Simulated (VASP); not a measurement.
Here is a VASP 6.6.1 calculation.

Contents of INCAR:

```
PREC = Accurate ; ENCUT = 520
EDIFF = 1E-6 ; ISMEAR = 0
SIGMA = 0.03 ; LREAL = F
LASPH = T ; NELM = 80
ALGO = Normal ; ISIF = 2
LWAVE = F ; LCHARG = F
METAGGA = R2SCAN ; LMIXTAU = T
NBANDS = 21
```

KPOINTS

```
regular mesh
0
Gamma
  10 10 10
```

The input POSCAR:

```
Ge                                      
1.0
   -0.0000000000      2.8367480286      2.8367480286
    2.8367480286      0.0000000000      2.8367480286
    2.8367480286      2.8367480286      0.0000000000
  Ge            
     2
Direct
     0.7500000000000000    0.7500000000000000    0.7500000000000000
     0.5000000000000000    0.5000000000000000    0.5000000000000000
```

KPOINTS_OPT

```
explicit points
159
Reciprocal
 0.0000000000  0.0000000000  0.0000000000 1
 0.0357142857  0.0000000000  0.0357142857 1
 0.0714285714  0.0000000000  0.0714285714 1
 0.1071428571  0.0000000000  0.1071428571 1
 0.1428571429  0.0000000000  0.1428571429 1
 0.1785714286  0.0000000000  0.1785714286 1
[... 151 lines left out ...]
 0.4250000000  0.0000000000  0.4250000000 1
 0.4500000000  0.0000000000  0.4500000000 1
```

Potentials or basis: VASP PAW PBE potentials, release 64 (Ge_d).

Launch:

```console
$ cat potpaw_PBE.64/Ge_d/POTCAR > POTCAR
$ mpirun -np 1 vasp_std > vasp.out
```

**Question.** What does it give for the pressure?

**Answer.** 0.1 GPa.

**Question.** Estimate the band gap along the path.

**Answer.** 0.32 eV, direct.

**Question.** What does it give for the band gap on the k mesh?

**Answer.** 0.32 eV, direct.

Levels at the corners of the path, in eV from the valence-band top:
```tsv
point	band 10	band 11	band 12	band 13	band 14	band 15	band 16	band 17	band 18	band 19
Γ	-25.21	-13.24	0.00	0.00	0.00	0.32	2.71	2.71	2.71	7.04
X	-25.17	-9.18	-9.18	-3.20	-3.20	0.98	0.98	10.03	10.03	12.26
X	-25.17	-9.18	-9.18	-3.20	-3.20	0.98	0.98	10.03	10.03	12.26
W	-25.16	-9.09	-9.09	-4.02	-4.02	4.65	4.65	5.05	5.05	11.61
W	-25.16	-9.09	-9.09	-4.02	-4.02	4.65	4.65	5.05	5.05	11.61
K	-25.16	-9.68	-8.57	-4.45	-2.74	1.40	4.40	7.66	7.78	8.68
K	-25.16	-9.68	-8.57	-4.45	-2.74	1.40	4.40	7.66	7.78	8.68
Γ	-25.21	-13.24	0.00	0.00	0.00	0.32	2.71	2.71	2.71	7.04
Γ	-25.21	-13.24	0.00	0.00	0.00	0.32	2.71	2.71	2.71	7.04
L	-25.19	-11.07	-7.83	-1.47	-1.47	0.42	3.99	3.99	7.65	11.15
L	-25.19	-11.07	-7.83	-1.47	-1.47	0.42	3.99	3.99	7.65	11.15
U	-25.16	-9.68	-8.57	-4.45	-2.74	1.40	4.40	7.66	7.78	8.68
U	-25.16	-9.68	-8.57	-4.45	-2.74	1.40	4.40	7.66	7.78	8.68
W	-25.16	-9.09	-9.09	-4.02	-4.02	4.65	4.65	5.05	5.05	11.61
W	-25.16	-9.09	-9.09	-4.02	-4.02	4.65	4.65	5.05	5.05	11.61
L	-25.19	-11.07	-7.83	-1.47	-1.47	0.42	3.99	3.99	7.65	11.15
L	-25.19	-11.07	-7.83	-1.47	-1.47	0.42	3.99	3.99	7.65	11.15
K	-25.16	-9.68	-8.57	-4.45	-2.74	1.40	4.40	7.66	7.78	8.68
U	-25.16	-9.68	-8.57	-4.45	-2.74	1.40	4.40	7.66	7.78	8.68
X	-25.17	-9.18	-9.18	-3.20	-3.20	0.98	0.98	10.03	10.03	12.26
```

Caveat: the PAW data sets were made with another functional, which shifts forces and pressure a little.

**Measured values to compare with.**

From “Electronic and optical properties of SixGe1-x-ySny alloys lattice-matched to Ge”, 2021, arxiv:2109.02782, for a bulk crystal of Ge at 300 K: band gap 0.807 eV (direct).

Measured gap of Ge: 0.807 eV (direct; 300 K; “Electronic and optical properties of SixGe1-x-ySny alloys lattice-matched to Ge”, 2021, arxiv:2109.02782). This calculation gives 0.32 eV (-0.48 eV). 3 values of this kind are on record (0.666 to 0.807 eV); this one was drawn at random among those near their median. Spin-orbit coupling on Ge is left out. The value is that of r2SCAN, without temperature or zero-point motion. The cell is a database's relaxed one, not the measured one, which moves gaps too.
